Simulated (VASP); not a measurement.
Input of a VASP 6.6.1 run:

Contents of INCAR:

```
  ALGO = Fast
  EDIFF = 1E-4
  EDIFFG = -0.08
  ENCUT = 520
  GGA = PE
  IBRION = 2
  ISIF = 3
  ISMEAR = 0
  LASPH = True
  LCHARG = False
  LREAL = Auto
  LWAVE = False
  NELM = 60
  NSW = 24
  PREC = Normal
  SIGMA = 0.15
```

KPOINTS

```
k-points
0
Gamma
  3 3 2
```

Contents of POSCAR:

```
Nb2SiO2
1.0
    4.7583780900      0.0000000000      0.0000000000
    0.0000000000      4.7583780900      0.0000000000
    0.0000000000      0.0000000000      7.1015016700
Nb Si O
4 2 4
Direct
    0.0000000000      0.0000000000      0.2413154900
    0.5000000000      0.5000000000      0.7413154900
    0.5000000000      0.5000000000      0.2586845100
    0.0000000000      0.0000000000      0.7586845100
    0.0000000000      0.0000000000      0.5000000000
    0.5000000000      0.5000000000      0.0000000000
    0.2504539700      0.7495460300      0.0000000000
    0.7495460300      0.2504539700      0.0000000000
    0.7504539700      0.7504539700      0.5000000000
    0.2495460300      0.2495460300      0.5000000000
```

Potentials or basis: VASP PAW PBE potentials, release 64 (Nb_sv, Si, O).

Command:

```bash
$ cat potpaw_PBE.64/Nb_sv/POTCAR potpaw_PBE.64/Si/POTCAR potpaw_PBE.64/O/POTCAR > POTCAR
$ mpirun -np 1 vasp_std > vasp.out
```

Q: What does it give for the space group after relaxing (to 0.05 Å)?

A: P4_2/mnm (No. 136).

Q: What does it give for the band gap on the k mesh?

A: None (metal or under the smearing width).

Forces on the atoms (eV/Å):
```
Nb   0.000  0.000 -0.064
Nb   0.000  0.000 -0.064
Nb   0.000  0.000  0.064
Nb   0.000  0.000  0.064
Si   0.000  0.000  0.000
Si   0.000  0.000  0.000
O   -0.020  0.020  0.000
O    0.020 -0.020  0.000
O   -0.020 -0.020  0.000
O    0.020  0.020  0.000
```

Caveat: the k mesh is coarse (spacing up to 0.44 Å⁻¹), so the values aren't converged.
